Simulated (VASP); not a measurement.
Here is the system:

```yaml
crystal:
  lattice:
    - [0.00000, 2.18618, 2.18618]
    - [2.18618, 0.00000, 2.18618]
    - [2.18618, 2.18618, 0.00000]
  atoms:
    - { symbol: Si, position: [0.00000, 0.00000, 0.00000] }
    - { symbol: C, position: [0.25000, 0.25000, 0.25000] }
```

Calculation: rev-vdW-DF2, VASP's PBE PAW potentials (set 64) (plane waves; VASP). Settings: 520 eV cut-off, 10×10×10 Γ-centred mesh, Gaussian smearing of 0.050 eV, potentials Si C.

Problem. The job: SiC (zinc blende), 2 atoms, rev-vdW-DF2, static run, 520 eV, 10×10×10 Γ-centred mesh. Roughly how much core time does it take on a busy server core?

Solution. About 30 core-seconds (one run on a shared machine, a rough figure). It had 47 irreducible k-points, 8 bands, up to 588 plane waves and 13 electronic steps.

The compound is SiC in the zinc blende structure. It was relaxed first.
